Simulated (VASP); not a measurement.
An input for Quantum ESPRESSO's pw.x (written as the equivalent of a VASP run, and not itself run):

```
&CONTROL
  calculation = 'scf'
  pseudo_dir = './pseudo'
  outdir = './out'
  tprnfor = .true.
  tstress = .true.
/
&SYSTEM
  ibrav = 0
  nat = 4
  ntyp = 2
  ecutwfc = 84
  occupations = 'smearing'
  smearing = 'gaussian'
  degauss = 0.003675
  input_dft = 'pbesol'
/
&ELECTRONS
  conv_thr = 7.3e-09
  electron_maxstep = 100
/
ATOMIC_SPECIES
  Ga 69.723 Ga.upf
  N 14.007 N.upf
CELL_PARAMETERS angstrom
     1.5912219   -2.7560772    0.0000000
     1.5912219    2.7560772    0.0000000
     0.0000000    0.0000000    5.1801024
ATOMIC_POSITIONS crystal
  Ga   0.6666670  0.3333330  0.5000334
  Ga   0.3333330  0.6666670  0.0000334
  N    0.6666670  0.3333330  0.8769666
  N    0.3514747  0.6485253  0.3769666
K_POINTS automatic
  8 8 4 0 0 0
```

Task: Translate this input to VASP (INCAR, KPOINTS, POSCAR, choice of POTCAR).

Result: Several could match; the one computed here: 
File POSCAR:
```
GaN
1
    1.5912219442    -2.7560772157     0.0000000000
    1.5912219442     2.7560772157     0.0000000000
    0.0000000000     0.0000000000     5.1801024119
Ga N
2 2
Direct
  0.6666670000   0.3333330000   0.5000334008
  0.3333330000   0.6666670000   0.0000334008
  0.6666670000   0.3333330000   0.8769665992
  0.3514747268   0.6485252732   0.3769665992
```

INCAR:
```
GGA = PS
LCHARG = .FALSE.
ENCUT = 600
SYSTEM = GaN
LASPH = .TRUE.
LREAL = .FALSE.   ! projection in real space or not
ISIF = 2   ! forces and stress, cell fixed
NELM = 100
ALGO = Normal
ISMEAR = 0
LMAXMIX = 4
SIGMA = 0.05
LWAVE = .FALSE.
PREC = Accurate
EDIFF = 1E-7
```

**KPOINTS**
```
Automatic mesh
0
Gamma
8 8 4
0 0 0
```

POTCAR, in this order: Ga_d N (PBE.64 set). Program: vasp_std.

What does not carry over: the potentials are each code's own (VASP's PAW set, PseudoDojo norm-conserving files in pw.x), so ENCUT and ecutwfc are chosen apart and not converted; conv_thr bounds pw.x's estimated SCF error, while EDIFF bounds the energy change between steps.

The compound is GaN in the wurtzite structure. This cell was strained or had an atom moved on purpose.
